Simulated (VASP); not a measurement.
```yaml
crystal:
  lattice:
    - [0.00000, 2.98130, 2.98130]
    - [2.98130, 0.00000, 2.98130]
    - [2.98130, 2.98130, 0.00000]
  atoms:
    - { symbol: Be, position: [0.25693, 0.26616, 0.24625] }
    - { symbol: Be, position: [0.63690, 0.61105, 0.12134] }
    - { symbol: Be, position: [0.60390, 0.12570, 0.62981] }
    - { symbol: Be, position: [0.61243, 0.62373, 0.64228] }
    - { symbol: Be, position: [0.12997, 0.63447, 0.61194] }
    - { symbol: Pt, position: [0.00987, 0.98889, 0.99839] }
```

Calculation: PBEsol GGA, VASP's PBE PAW potentials (set 64) (plane waves; VASP 6.6.1). Settings: 300 eV cut-off, 5×5×5 Γ-centred mesh, Fermi-Dirac smearing of 0.14 eV, potentials Be Pt.

At this cut-off the stress carries a Pulay error, which pulls relaxed volumes low.

**Question.** Estimate the energy per atom (σ→0), pressure, largest force.

**Answer.** 
| Item | Result |
|---|---|
| energy per atom (σ→0) | -4.954 eV/atom |
| pressure | -1.04 GPa |
| largest force | 0.876 eV/Å |

Total energies compare only between runs with the same potentials, cut-off and functional.

The structure comes from a computed database's Be5Pt entry; how it stands against other phases isn't given here. The cell was not relaxed at this level, atoms are displaced from their ideal sites.
